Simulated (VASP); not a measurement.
Data:

```
BN
1.0
    0.00000     1.80378     1.80378
    1.80378     0.00000     1.80378
    1.80378     1.80378     0.00000
B N
1 1
Direct
  0.00000   0.00000   0.00000
  0.25000   0.25000   0.25000
```

The numbers are results of PBEsol GGA, VASP's PBE PAW potentials (set 64) (plane waves; VASP), not measurements. Run with 600 eV cut-off, 12×12×12 Γ-centred mesh, Gaussian smearing of 0.050 eV, potentials B N.

Problem. Predict the energy per atom (σ→0), band gap (on the k-mesh) with the smallest direct gap where there is one.

Solution. 
```json
{
 "band gap (on the k-mesh)": "4.28 eV",
 "smallest direct gap (on the k-mesh)": "8.79 eV",
 "energy per atom (σ→0)": "-9.175 eV/atom"
}
```

Only differences to runs with the same potentials and settings are physical.

The compound is BN in the zinc blende structure. It was relaxed first.
